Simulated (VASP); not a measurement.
OSZICAR of a VASP run on Al$_{35}$ZrN$_{35}$:

File OSZICAR:
```
       N       E                     dE             d eps       ncg     rms          rms(c)
DAV:   1    -0.504890856926E+03   -0.50489E+03   -0.17295E-05   840   0.111E-02    0.422E-03
RMM:   2    -0.504890856305E+03    0.62092E-06   -0.29210E-06   612   0.379E-03    0.222E-03
RMM:   3    -0.504890856383E+03   -0.77964E-07   -0.30487E-06   646   0.278E-03    0.156E-03
RMM:   4    -0.504890856334E+03    0.48527E-07   -0.32164E-07   506   0.131E-03
   1 F= -.50489086E+03 E0= -.50489086E+03  d E =-.324554E-15  mag=     2.0000
```

**Question.** Which electronic solver shows in the log?

**Answer.** It is blocked Davidson (ALGO = Normal, or the opening steps of other solvers) and then RMM-DIIS (ALGO = Fast or VeryFast). The INCAR had ALGO = Fast.

**Question.** How was spin treated?

**Answer.** Collinear spin (ISPIN = 2): the summary line carries one mag value, 2.00 μB in the cell.

**Question.** Can the final energy be trusted as converged?

**Answer.** The calculation finished and met its thresholds. It stopped with EDIFF = 1E-6, NELM = 100 (PBE GGA, plane waves, VASP's PBE PAW potentials (set 64)).  The cell is charged, with a uniform compensating background.  The supercell is sampled at Γ alone, which is coarse: total energies, pressure and levels can be off, energies of defects by several tenths of an eV.

The cell is a supercell with a defect, built from AlN (wurtzite): Zr_Al-vac_N, charge -2. The total moment is imposed (NUPDOWN), so this need not be the lowest spin state.
